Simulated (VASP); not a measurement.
An input for Ansatz (written as the equivalent of a VASP run, and not itself run):

Ansatz 0.2 input:
```yaml
crystal:
  lattice:
    - [3.4209508, 0.0000000, 0.0000000]
    - [-1.7104754, 2.9626304, 0.0000000]
    - [0.0000000, 0.0000000, 5.5999082]
  atoms:
    - { symbol: Sn, position: [0.3333330, 0.6666670, 0.9998859] }
    - { symbol: Sn, position: [0.6666670, 0.3333330, 0.4998859] }
    - { symbol: C, position: [0.3333330, 0.6666670, 0.3751141] }
    - { symbol: C, position: [0.6666670, 0.3333330, 0.8751141] }
kpoints:
  mp_grid: { grid: [8, 8, 4] }
hamiltonian:
  xc: pbesol
  pseudopotentials: { kind: paw }
scf:
  occupations: { method: gaussian, width: 0.05 }
  max_iter: 100
relax:
  max_steps: 40
  f_tol: 0.02
  cell: { p_target: 30 }
output: { forces: true, stress: true, eigenvalues: true }
```

Task: Write the VASP files for the same calculation (PBEsol).

Result: Several could match; the one computed here: 
File KPOINTS:
```
Automatic mesh
0
Gamma
8 8 4
0 0 0
```

INCAR:
```
LCHARG = .FALSE.
LMAXMIX = 4   ! l cut-off of mixed one-centre charges
NSW = 40   ! most ionic steps
NELM = 100
SIGMA = 0.05
IBRION = 2   ! conjugate gradients
EDIFF = 1E-6
EDIFFG = -0.02   ! ionic stop
ALGO = Normal   ! blocked Davidson
PSTRESS = 300   ! kbar
LREAL = .FALSE.   ! projection in real space or not
LASPH = .TRUE.   ! aspherical one-centre terms
PREC = Accurate
ENCUT = 620
GGA = PS   ! PBEsol
ISIF = 3   ! ions, shape and volume
SYSTEM = SnC
ISMEAR = 0   ! Gaussian
LWAVE = .FALSE.
```

### POSCAR
```
SnC
1
    3.4209508073     0.0000000000     0.0000000000
   -1.7104754037     2.9626304274     0.0000000000
    0.0000000000     0.0000000000     5.5999081902
Sn C
2 2
Direct
  0.3333330000   0.6666670000   0.9998858679
  0.6666670000   0.3333330000   0.4998858679
  0.3333330000   0.6666670000   0.3751141321
  0.6666670000   0.3333330000   0.8751141321
```

POTCAR, in this order: Sn_d C (PBE.64 set). Program: vasp_std.

Limits of the translation: each code has its own PAW files, so the cut-off isn't converted (ENCUT is set for VASP's; basis.ecutwfc is left out, and Ansatz then takes the one that its files recommend); Ansatz stops its SCF on the density residual and VASP on the energy change (EDIFF).

The structure was generated: SnC was put into the wurtzite type (P6_3mc), which need not be its known phase. This run relaxes it under an external pressure of 30 GPa. Symmetry was kept, so distortions that lower it aren't found.
